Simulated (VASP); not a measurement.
Given:

```
Mg2ZnO3
1.0
    2.98861     0.00000     0.00000
   -1.49430     2.58821     0.00000
    0.00000     0.00000     7.30344
Mg Zn O
2 1 3
Direct
  0.33333   0.66667   0.66564
  0.66667   0.33333   0.33436
  0.00000   0.00000   0.00000
  0.33333   0.66667   0.17259
  0.66667   0.33333   0.82741
  0.00000   0.00000   0.50000
```

Method: r2SCAN meta-GGA, VASP's PBE PAW potentials (set 64) (plane waves; VASP 6.6.1). Settings: 520 eV cut-off, 10×10×4 Γ-centred mesh, tetrahedra with Blöchl corrections, potentials Mg Zn O.

The cores are frozen, which limits the accuracy of field gradients.

Task: Give the principal components of the electric field gradient (V/Å²) and the asymmetry η at each nucleus.

Result: 
| atom | Vxx | Vyy | Vzz | η |
|---|---|---|---|---|
| Mg1 | -0.5 | -0.5 | 1.0 | 0.00 |
| Mg2 | -0.5 | -0.5 | 1.0 | 0.00 |
| Zn3 | 2.9 | 2.9 | -5.8 | 0.00 |
| O4 | -0.9 | -0.9 | 1.7 | 0.00 |
| O5 | -0.9 | -0.9 | 1.7 | 0.00 |
| O6 | 1.1 | 1.1 | -2.3 | 0.00 |

The structure comes from a computed database's Mg2ZnO3 entry (P-3m1); how it stands against other phases isn't given here. It was relaxed first.
